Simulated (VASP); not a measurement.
OSZICAR of a VASP run on Tc (hcp):

**OSZICAR**
```
       N       E                     dE             d eps       ncg     rms          rms(c)
DAV:   1     0.314311605978E+03    0.31431E+03   -0.16794E+04  4614   0.160E+03
DAV:   2    -0.126626871419E+02   -0.32697E+03   -0.32353E+03  5085   0.454E+02
DAV:   3    -0.207358262993E+02   -0.80731E+01   -0.78853E+01  5550   0.819E+01
DAV:   4    -0.208273939510E+02   -0.91568E-01   -0.90820E-01  5094   0.792E+00
DAV:   5    -0.208281141875E+02   -0.72024E-03   -0.72017E-03  5141   0.730E-01    0.222E+01
DAV:   6    -0.195993561388E+02    0.12288E+01   -0.30945E+00  4899   0.174E+01    0.673E+00
DAV:   7    -0.194673107071E+02    0.13205E+00   -0.54116E-01  5214   0.662E+00    0.860E-01
DAV:   8    -0.194598674017E+02    0.74433E-02   -0.97095E-03  4726   0.104E+00    0.139E-01
DAV:   9    -0.194600093120E+02   -0.14191E-03   -0.28449E-04  5473   0.157E-01    0.212E-02
DAV:  10    -0.194600032015E+02    0.61105E-05   -0.12502E-05  4889   0.328E-02    0.819E-03
DAV:  11    -0.194600031030E+02    0.98557E-07   -0.16356E-06  4752   0.139E-02    0.357E-03
DAV:  12    -0.194600019176E+02    0.11853E-05   -0.17624E-07  2698   0.373E-03    0.412E-04
DAV:  13    -0.194600018499E+02    0.67766E-07   -0.23001E-08  2313   0.122E-03
   1 F= -.19460002E+02 E0= -.19460349E+02  d E =-.194600E+02
       N       E                     dE             d eps       ncg     rms          rms(c)
DAV:   1    -0.194628760743E+02   -0.28742E-02   -0.13412E-01  4598   0.316E+00    0.308E-01
DAV:   2    -0.194605906391E+02    0.22854E-02   -0.38442E-03  5007   0.542E-01    0.134E-01
DAV:   3    -0.194600801193E+02    0.51052E-03   -0.18035E-03  5552   0.300E-01    0.188E-02
DAV:   4    -0.194600831102E+02   -0.29909E-05   -0.34225E-05  4664   0.609E-02    0.550E-03
DAV:   5    -0.194600829225E+02    0.18763E-06   -0.17623E-06  5116   0.866E-03    0.192E-03
DAV:   6    -0.194600830150E+02   -0.92480E-07   -0.12465E-07  2751   0.275E-03
   2 F= -.19460083E+02 E0= -.19460447E+02  d E =-.811651E-04
       N       E                     dE             d eps       ncg     rms          rms(c)
DAV:   1    -0.194605298410E+02   -0.44692E-03   -0.19166E-02  4598   0.120E+00    0.116E-01
DAV:   2    -0.194602044842E+02    0.32536E-03   -0.54996E-04  4967   0.203E-01    0.508E-02
DAV:   3    -0.194601303342E+02    0.74150E-04   -0.26426E-04  5559   0.114E-01    0.713E-03
DAV:   4    -0.194601308463E+02   -0.51206E-06   -0.51608E-06  4674   0.236E-02    0.219E-03
DAV:   5    -0.194601307703E+02    0.76036E-07   -0.28434E-07  3825   0.355E-03
   3 F= -.19460131E+02 E0= -.19460493E+02  d E =-.128920E-03
```

Problem. Which electronic solver shows in the log?

Solution. It is blocked Davidson (ALGO = Normal, or the opening steps of other solvers). The INCAR had ALGO = Normal.

Problem. Can the final energy be trusted as converged?

Solution. The calculation finished and met its thresholds. It stopped with EDIFF = 1E-7, NELM = 100, NSW = 30 and EDIFFG = -0.01 after 3 ionic steps (RPBE GGA, plane waves, VASP's PBE PAW potentials (set 64)).

The compound is Tc in the hcp structure. This run relaxes it. Symmetry was kept, so distortions that lower it aren't found.
